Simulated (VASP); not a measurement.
Output of a VASP run:

File OSZICAR:
```
...
       N       E                     dE             d eps       ncg     rms          rms(c)
DAV:   1    -0.857264779734E+01   -0.22236E+00   -0.40577E+00  2256   0.187E+01    0.288E+00
DAV:   2    -0.843713437001E+01    0.13551E+00   -0.37609E-01  2540   0.930E+00    0.122E+00
DAV:   3    -0.837152494346E+01    0.65609E-01   -0.13205E-01  2566   0.433E+00    0.403E-01
DAV:   4    -0.836982351339E+01    0.17014E-02   -0.12666E-02  2731   0.135E+00    0.281E-01
DAV:   5    -0.836988099571E+01   -0.57482E-04   -0.10746E-03  2534   0.351E-01    0.338E-02
DAV:   6    -0.836985992874E+01    0.21067E-04   -0.99597E-05  2898   0.136E-01    0.258E-02
DAV:   7    -0.836985896992E+01    0.95882E-06   -0.11503E-05  2764   0.384E-02    0.292E-03
DAV:   8    -0.836985952496E+01   -0.55504E-06   -0.70370E-07  1157   0.137E-02
   2 F= -.83698595E+01 E0= -.83707234E+01  d E =-.195691E-01
       N       E                     dE             d eps       ncg     rms          rms(c)
DAV:   1    -0.837709645534E+01   -0.72375E-02   -0.12687E-01  2306   0.344E+00    0.493E-01
DAV:   2    -0.837281684708E+01    0.42796E-02   -0.11208E-02  2438   0.155E+00    0.214E-01
DAV:   3    -0.837077178857E+01    0.20451E-02   -0.43548E-03  2561   0.781E-01    0.746E-02
DAV:   4    -0.837073977193E+01    0.32017E-04   -0.35047E-04  2673   0.223E-01    0.540E-02
DAV:   5    -0.837074858291E+01   -0.88110E-05   -0.34049E-05  2484   0.624E-02    0.591E-03
DAV:   6    -0.837074757104E+01    0.10119E-05   -0.19841E-06  1501   0.250E-02    0.513E-03
DAV:   7    -0.837074618005E+01    0.13910E-05   -0.23964E-06  1484   0.207E-02    0.233E-03
DAV:   8    -0.837074646250E+01   -0.28246E-06   -0.33954E-07   987   0.145E-02
   3 F= -.83707465E+01 E0= -.83716739E+01  d E =-.204561E-01
       N       E                     dE             d eps       ncg     rms          rms(c)
DAV:   1    -0.837079666691E+01   -0.50487E-04   -0.11111E-03  2316   0.318E-01    0.455E-02
DAV:   2    -0.837075881727E+01    0.37850E-04   -0.98914E-05  2445   0.145E-01    0.199E-02
DAV:   3    -0.837074099787E+01    0.17819E-04   -0.38314E-05  2571   0.733E-02    0.691E-03
DAV:   4    -0.837074029277E+01    0.70511E-06   -0.26373E-06  1457   0.213E-02
   4 F= -.83707403E+01 E0= -.83716619E+01  d E =-.204499E-01
       N       E                     dE             d eps       ncg     rms          rms(c)
DAV:   1    -0.837143487326E+01   -0.69388E-03   -0.25674E-02  2354   0.145E+00    0.109E-01
DAV:   2    -0.837113972011E+01    0.29515E-03   -0.79293E-04  2627   0.384E-01    0.658E-02
DAV:   3    -0.837098218803E+01    0.15753E-03   -0.19579E-04  2945   0.147E-01    0.333E-02
DAV:   4    -0.837098283283E+01   -0.64480E-06   -0.28726E-05  2611   0.448E-02    0.189E-02
DAV:   5    -0.837098344230E+01   -0.60947E-06   -0.10912E-06  1224   0.156E-02
   5 F= -.83709834E+01 E0= -.83718987E+01  d E =-.243150E-03
       N       E                     dE             d eps       ncg     rms          rms(c)
DAV:   1    -0.837133574617E+01   -0.35291E-03   -0.17165E-02  2323   0.119E+00    0.894E-02
DAV:   2    -0.837114285007E+01    0.19290E-03   -0.56052E-04  2629   0.332E-01    0.537E-02
DAV:   3    -0.837103759754E+01    0.10525E-03   -0.13303E-04  2953   0.122E-01    0.266E-02
DAV:   4    -0.837103818612E+01   -0.58859E-06   -0.19299E-05  2583   0.365E-02    0.153E-02
DAV:   5    -0.837103867079E+01   -0.48467E-06   -0.62769E-07  1083   0.130E-02
   6 F= -.83710387E+01 E0= -.83719549E+01  d E =-.298378E-03
```

**OUTCAR**
```
------------------------ aborting loop because EDIFF is reached ----------------------------------------
  FORCE on cell =-STRESS in cart. coord.  units (eV):
  Direction    XX          YY          ZZ          XY          YZ          ZX
  --------------------------------------------------------------------------------------
  Total       -0.0197717     -0.0197717     -0.0104556      0.0000000      0.0000000      0.0000000
  in kB       -0.4841498     -0.4841498     -0.2560250      0.0000000      0.0000000      0.0000000
  external PRESSURE =      -0.4081082 kB  Pullay stress =       0.0000000 kB
  volume of cell :       65.43
      direct lattice vectors                 reciprocal lattice vectors
     1.827453460 -3.165242299  0.000000000     0.273604779 -0.157965790 -0.000000000
     1.827453460  3.165242299 -0.000000000     0.273604779  0.157965790 -0.000000000
     0.000000000  0.000000000  5.655777764     0.000000000  0.000000000  0.176810342
 POSITION                                       TOTAL-FORCE (eV/Angst)
 -----------------------------------------------------------------------------------
      1.82745      1.05508      1.41394         0.000000      0.000000      0.000000
      1.82745     -1.05508      4.24183        -0.000000     -0.000000      0.000000
 -----------------------------------------------------------------------------------
    total drift:                               -0.000004      0.000094     -0.000011
  FREE ENERGIE OF THE ION-ELECTRON SYSTEM (eV)
  ---------------------------------------------------
  free  energy   TOTEN  =        -8.3710386708 eV

  energy  without entropy=       -8.3737873864  energy(sigma->0) =       -8.37195491

 reached required accuracy - stopping structural energy minimisation
```
(Selected blocks of OUTCAR.)

File POSCAR:
```
Ho
1
    1.7900000000    -3.1003710000     0.0000000000
    1.7900000000     3.1003710000     0.0000000000
    0.0000000000     0.0000000000     5.6200000000
Ho
2
Direct
  0.3333330000   0.6666670000   0.2500000000
  0.6666670000   0.3333330000   0.7500000000
```

Question: Write an INCAR and KPOINTS that could have produced this output.

Answer: One answer among several that fit: the input of the run itself, RPBE GGA, plane waves, VASP's PBE PAW potentials (set 64).

File KPOINTS:
```
Automatic mesh
0
Gamma
11 11 6
0 0 0
```

### INCAR
```
SYSTEM=Ho
PREC=Accurate; ENCUT=520; LREAL=.FALSE.
LASPH=.TRUE.
EDIFF=1E-6; NELM=100; ALGO=Normal
LMAXMIX=6
ISMEAR=1; SIGMA=0.1
GGA=RP
IBRION=2; NSW=60; ISIF=3
EDIFFG=-0.01
LWAVE=.FALSE.; LCHARG=.FALSE.
```

POTCAR, in this order: Ho_3 (PBE.64 set). Program: vasp_std.

The 4f electrons are frozen in the core of the lanthanide potential, so 4f levels, which can set the real gap, and their magnetism are missing. Energy and stress use the plane-wave basis of the starting cell.

The compound is Ho in the hcp structure. This run relaxes it. Symmetry was kept, so distortions that lower it aren't found.
